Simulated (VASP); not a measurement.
```xyz
2
Lattice="0.0000 2.3592 2.3592 2.3592 0.0000 2.3592 2.3592 2.3592 0.0000" Properties=species:S:1:pos:R:3 pbc="T T T"
Pt     0.0000     0.0000     0.0000
C      1.1796     1.1796     1.1796
```

All values below come from PBE GGA, VASP's PBE PAW potentials (set 64) (plane waves; VASP). Numerical set-up: 520 eV cut-off, 15×15×15 Γ-centred mesh, tetrahedra with Blöchl corrections, potentials Pt C.

Unless said otherwise, spin-orbit coupling is left out, though it shifts the bands of the heavy elements here.

Problem. Predict the energy per atom (σ→0), band gap (on the k-mesh) with the smallest direct gap where there is one.

Solution. 
band gap (on the k-mesh): none (metal, semimetal or under 0.01 eV)
energy per atom (σ→0): -6.773 eV/atom

The structure was generated: PtC was put into the zinc blende type (F-43m), which need not be its known phase. It was relaxed first, which changed the volume by -10 %.
